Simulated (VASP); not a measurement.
Output of a VASP run:

File OSZICAR:
```
       N       E                     dE             d eps       ncg     rms          rms(c)
DAV:   1     0.392539131429E+02    0.39254E+02   -0.10340E+04  3836   0.112E+03
DAV:   2    -0.200172305573E+02   -0.59271E+02   -0.58359E+02  4758   0.241E+02
DAV:   3    -0.217422555249E+02   -0.17250E+01   -0.17035E+01  5136   0.284E+01
DAV:   4    -0.217572157428E+02   -0.14960E-01   -0.14948E-01  4286   0.331E+00
DAV:   5    -0.217574380171E+02   -0.22227E-03   -0.22232E-03  5196   0.327E-01    0.673E+01
DAV:   6    -0.212092919367E+02    0.54815E+00   -0.50085E-01  4008   0.535E+00    0.397E+01
DAV:   7    -0.210148810452E+02    0.19441E+00   -0.82108E-01  4004   0.658E+00    0.199E+00
DAV:   8    -0.210052865672E+02    0.95945E-02   -0.53870E-02  4116   0.179E+00    0.306E-01
DAV:   9    -0.210053879318E+02   -0.10136E-03   -0.11778E-03  5268   0.268E-01    0.215E-01
DAV:  10    -0.210053824501E+02    0.54817E-05   -0.47182E-05  4190   0.565E-02    0.275E-01
DAV:  11    -0.210053820965E+02    0.35360E-06   -0.63481E-06  4956   0.195E-02    0.228E-02
DAV:  12    -0.210053823082E+02   -0.21167E-06   -0.67375E-07  4518   0.651E-03    0.100E-02
DAV:  13    -0.210053821912E+02    0.11703E-06   -0.29471E-08  2868   0.147E-03    0.350E-03
DAV:  14    -0.210053821430E+02    0.48128E-07   -0.55722E-09  2568   0.708E-04
   1 F= -.21005382E+02 E0= -.21005382E+02  d E =0.000000E+00
```

**OUTCAR**
```
------------------------ aborting loop because EDIFF is reached ----------------------------------------
  FORCE on cell =-STRESS in cart. coord.  units (eV):
  Direction    XX          YY          ZZ          XY          YZ          ZX
  --------------------------------------------------------------------------------------
  Total       -0.0463650     -0.0463650     -0.0084046      0.0000000      0.0000000      0.0000000
  in kB       -1.7241768     -1.7241768     -0.3125424      0.0000000      0.0000000      0.0000000
  external PRESSURE =      -1.2536320 kB  Pullay stress =       0.0000000 kB
  volume of cell :       43.08
      direct lattice vectors                 reciprocal lattice vectors
     1.578503676 -2.734048529  0.000000000     0.316755677 -0.182878978  0.000000000
     1.578503676  2.734048529  0.000000000     0.316755677  0.182878978  0.000000000
     0.000000000  0.000000000  4.991569122     0.000000000  0.000000000  0.200337805
 POSITION                                       TOTAL-FORCE (eV/Angst)
 -----------------------------------------------------------------------------------
      1.57850      0.91135      1.24789        -0.000000     -0.000000      0.000000
      1.57850     -0.91135      3.74368         0.000000      0.000000      0.000000
 -----------------------------------------------------------------------------------
    total drift:                                0.000000      0.000177     -0.000015
  FREE ENERGIE OF THE ION-ELECTRON SYSTEM (eV)
  ---------------------------------------------------
  free  energy   TOTEN  =       -21.0053821430 eV

  energy  without entropy=      -21.0053821430  energy(sigma->0) =      -21.00538214

 total charge

# of ion       s       p       d       tot
------------------------------------------
    1        0.402   6.401   1.601   8.404
    2        0.402   6.401   1.601   8.404
--------------------------------------------------
tot          0.804  12.802   3.202  16.808
```
(Selected blocks of OUTCAR.)

File POSCAR:
```
Hf
1
    1.5785036758    -2.7340485295     0.0000000000
    1.5785036758     2.7340485295    -0.0000000000
    0.0000000000     0.0000000000     4.9915691221
Hf
2
Direct
  0.3333330000   0.6666670000   0.2500000000
  0.6666670000   0.3333330000   0.7500000000
```

Q: Reconstruct the remaining input files.

A: Several could match; the one computed here: the input of the run itself, PBEsol GGA, plane waves, VASP's PBE PAW potentials (set 64).

KPOINTS:
```
Automatic mesh
0
Gamma
15 15 8
0 0 0
```

**INCAR**
```
SYSTEM = Hf
PREC = Accurate
ENCUT = 400
EDIFF = 1E-7
NELM = 100
ALGO = Normal
LREAL = .FALSE.
LASPH = .TRUE.
ISMEAR = -5
GGA = PS
LMAXMIX = 6
LWAVE = .FALSE.
LCHARG = .TRUE.
LORBIT = 11
NEDOS = 601
ISIF = 2
```

POTCAR, in this order: Hf_pv (PBE.64 set). Program: vasp_std.

For a metal the tetrahedron method with Blöchl corrections gives inexact stress and forces.

The compound is Hf in the hcp structure. It was relaxed first.
